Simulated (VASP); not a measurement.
Set up this calculation in VASP 6.6.1, as the native input.

```
Task                   : relaxation of cell and atoms
Functional             : PBE
Dispersion             : rVV10
Potentials or basis    : VASP PAW PBE potentials, release 64 (Sc_sv, Te)
Cutoff                 : 600 eV
k mesh                 : 5 × 5 × 5
Occupations            : fermi-dirac, width 0.05 eV
Spin                   : no spin polarisation
Further INCAR settings : ALGO = Normal; EDIFF = 1e-07; IBRION = 2; EDIFFG = -0.01; NSW = 60; ISIF = 3
```

The structure of Sc3Te lies in POSCAR:

```
Sc3Te
1.0
    0.0000000000      3.5695000000      3.5695000000
    3.5695000000      0.0000000000      3.5695000000
    3.5695000000      3.5695000000      0.0000000000
Sc Te
3 1
Direct
    0.2500000000      0.2500000000      0.2500000000
    0.7500000000      0.7500000000      0.7500000000
    0.5000000000      0.5000000000      0.5000000000
    0.0000000000      0.0000000000      0.0000000000
```

The cell was built by a generator and needn't be a form met in nature.

One way to write it, as run:

INCAR

```
PREC = Accurate
ENCUT = 600
EDIFF = 1E-7
ISMEAR = -1
SIGMA = 0.05
LREAL = F
LASPH = T
NELM = 100
ALGO = Normal
ISIF = 3
LWAVE = F
LCHARG = F
GGA = PE
LUSE_VDW = T
IVDW_NL = 2
BPARAM = 10.0
CPARAM = 0.0093
IBRION = 2
NSW = 60
EDIFFG = -0.01
```

KPOINTS

```
Automatic mesh
0
Gamma
  5 5 5
```

Potentials or basis: VASP PAW PBE potentials, release 64 (Sc_sv, Te).

The run is started by

```bash
$ cat potpaw_PBE.64/Sc_sv/POTCAR potpaw_PBE.64/Te/POTCAR > POTCAR
$ mpirun -np 1 vasp_std > vasp.out
```

Results of the run:

```yaml
Relaxed_volume: 22.39 Å³/atom
Relaxed_cell: a = 5.022 Å, b = 5.022 Å, c = 5.022 Å, α = 60.00°, β = 60.00°, γ = 60.00°
Space_group_after_relaxing_to_0.05_Å: Fm-3m (No. 225)
Energy_gained_by_relaxing: 1.0 meV/atom
Ionic_steps: 3
Pressure_after_relaxing: 0.0 GPa
Band_gap_on_the_k_mesh: none (metal or under the smearing width)
```

It took 5.2 min on 1 thread of Intel(R) Xeon(R) Platinum 8375C CPU @ 2.90GHz (Ice Lake), on a shared host, peak memory 0.48 GiB.
